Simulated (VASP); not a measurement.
Given:

```yaml
crystal:
  lattice:
    - [-2.52373, 2.52373, 3.70789]
    - [2.52373, -2.52373, 3.70789]
    - [2.52373, 2.52373, -3.70789]
  atoms:
    - { symbol: Al, position: [0.00000, 0.00000, 0.00000] }
    - { symbol: P, position: [0.75000, 0.25000, 0.50000] }
    - { symbol: O, position: [0.96288, 0.59860, 0.82602] }
    - { symbol: O, position: [0.40140, 0.22742, 0.36428] }
    - { symbol: O, position: [0.77258, 0.13687, 0.17398] }
    - { symbol: O, position: [0.86313, 0.03712, 0.63572] }
```

These are PBEsol GGA, VASP's PBE PAW potentials (set 64) (plane waves; VASP) values and carry that method's errors. Settings: 520 eV cut-off, 6×6×6 Γ-centred mesh, Gaussian smearing of 0.050 eV, potentials Al P O.

Question: Estimate the energy per atom (σ→0), band gap (on the k-mesh) with the smallest direct gap where there is one.

Answer: 
```json
{
 "band gap (on the k-mesh)": "5.74 eV",
 "smallest direct gap (on the k-mesh)": "5.74 eV",
 "energy per atom (σ→0)": "-7.796 eV/atom"
}
```

The structure comes from a computed database's AlPO4 entry (I-4); how it stands against other phases isn't given here. It was relaxed first. The start is the result of an earlier pass.
